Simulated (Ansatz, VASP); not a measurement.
# Two plane-wave programs on BC5

```xyz
6
Lattice="2.5516 0.0000 0.0000 -1.2758 2.2097 0.0000 0.0000 0.0000 6.3997" Properties=species:S:1:pos:R:3 pbc="T T T"
C    -0.0350   -0.0150    5.8247
C     1.2806    0.7233    3.7465
C    -0.0183    0.0169    4.2558
C     1.2645    0.7367    2.1545
C     0.0795    1.4985    1.7049
B     0.0430    1.4692    0.0230
```

Change from the starting cell: atoms moved at random, drawn with an rms of 0.05 Å.

Alike in both runs: task single point; functional PBE; k mesh 12 × 12 × 4; occupations fermi-dirac, width 0.05 eV; no spin polarisation.

|  | VASP | Ansatz |
| --- | --- | --- |
| version | VASP 6.6.1 | Ansatz 0.2.0 |
| potentials or method | VASP PAW PBE potentials, release 64 (C, B) | Ansatz PAW |
| plane-wave cutoff (eV) | 520 | 420 |
| valence electrons in the cell | 23 | 23 |

Ansatz gave:

* gap on the k mesh at the Fermi level (eV): none
* pressure (GPa): 1.7
* largest component of the traceless stress (GPa): 8.04
* rms of the force components (eV/Å): 1.178

**Question.** Estimate VASP's values.

**Answer.** gap on the k mesh at the Fermi level (eV): none; pressure (GPa): 2.2; largest component of the traceless stress (GPa): 8.15; rms of the force components (eV/Å): 1.186.

Atom by atom the forces differ by 0.010 eV/Å (rms over components). A gap of «none» marks a metal or a gap that the smearing closes. The functional is the same, so the differences come from potentials, cutoffs and numerics.

Caveats: the pressure holds a Pulay correction of +0.9 GPa for the finite cutoff (Ansatz).
